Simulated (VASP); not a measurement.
Here is a VASP 6.6.1 calculation.

File INCAR:

```
PREC = Accurate ; ENCUT = 520
EDIFF = 1E-7 ; ISMEAR = 0
SIGMA = 0.1 ; LREAL = False
LASPH = True ; NELM = 150
ALGO = Normal ; ISIF = 2
LWAVE = False ; LCHARG = False
ISPIN = 2 ; MAGMOM = 0 0 0 1
LORBIT = 11 ; GGA = PE
NBANDS = 34
```

File KPOINTS:

```
Automatic mesh
0
Gamma
  6 6 4
```

File POSCAR:

```
In3O
1.0
    4.0835605800      0.0000000000      0.0000000000
   -2.0417802900      3.5364672000      0.0000000000
    0.0000000000      0.0000000000      6.5906339200
In O
3 1
Direct
    0.3333333300      0.6666666700      0.0000000000
    0.6666666700      0.3333333300      0.0000000000
    0.0000000000      0.0000000000      0.5000000000
    0.0000000000      0.0000000000      0.0000000000
```

Potentials or basis: VASP PAW PBE potentials, release 64 (In_d, O).

The run is started by

```bash
$ cat potpaw_PBE.64/In_d/POTCAR potpaw_PBE.64/O/POTCAR > POTCAR
$ mpirun -np 1 vasp_std > vasp.out
```

Predict the net moment.

0.00 μB per cell.

Estimate the pressure.

25.1 GPa.

Stress tensor (GPa, compression positive):
```
39.56  0.00  0.00
 0.00 39.56  0.00
 0.00  0.00 -3.86
```

Caveat: so large a pressure means that the cell lies far from this level's equilibrium, or that cutoff or potentials fall short.
